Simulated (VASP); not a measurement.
Crystal: In2Te2O.

```
CELL_PARAMETERS angstrom
5.18663 0.00000 0.00000
0.00000 5.18663 0.00000
0.00000 0.00000 5.14083
ATOMIC_POSITIONS crystal
In 0.00000 0.00000 0.00000
In 0.50000 0.50000 0.00000
Te 0.00000 0.50000 0.50000
Te 0.50000 0.00000 0.50000
O 0.50000 0.50000 0.50000
```

The cell was built by a generator and needn't be a form met in nature.

```yaml
Program: VASP 6.6.1
Task: relaxation of cell and atoms
Functional: PBE
Potentials_or_basis: VASP PAW PBE potentials, release 64 (In_d, Te, O)
Cutoff: 520 eV
k_mesh: 3 × 3 × 3
Occupations: gaussian, width 0.15 eV
Spin: no spin polarisation
```

At the start: pressure -3.2 GPa; volume 27.66 Å³/atom.

Task: Where does the relaxation end?

Result: Over 7 steps the energy falls by 92.9 meV/atom and the volume is 25.26 Å³/atom (-8.7 %); space group P4/mmm (No. 123, to 0.05 Å).

The path:
| step | energy change (eV) | largest force (eV/Å) | pressure (GPa) | volume (Å³) |
| --- | --- | --- | --- | --- |
| 1 | 0.0000 | 0.0000 | -3.20 | 138.29 |
| 2 | -0.2450 | 0.0000 | -0.43 | 127.46 |
| 3 | -0.2862 | 0.0000 | 1.87 | 121.70 |
| 4 | -0.4156 | 0.0000 | 1.94 | 121.29 |
| 5 | -0.4272 | 0.0000 | 2.27 | 120.94 |
| 6 | -0.4596 | 0.0000 | -0.94 | 128.40 |
| 7 | -0.4647 | 0.0000 | 0.04 | 126.30 |

Final structure:
```yaml
crystal:
  lattice:
    - [4.75634, 0.00000, 0.00000]
    - [0.00000, 4.75634, 0.00000]
    - [0.00000, 0.00000, 5.58299]
  atoms:
    - { symbol: In, position: [0.00000, 0.00000, 0.00000] }
    - { symbol: In, position: [0.50000, 0.50000, 0.00000] }
    - { symbol: Te, position: [0.00000, 0.50000, 0.50000] }
    - { symbol: Te, position: [0.50000, 0.00000, 0.50000] }
    - { symbol: O, position: [0.50000, 0.50000, 0.50000] }
```

Caveat: the k mesh is coarse (spacing up to 0.41 Å⁻¹), so the values aren't converged; the relaxation stopped at a loose force limit of 0.08 eV/Å, so its end isn't a converged minimum.
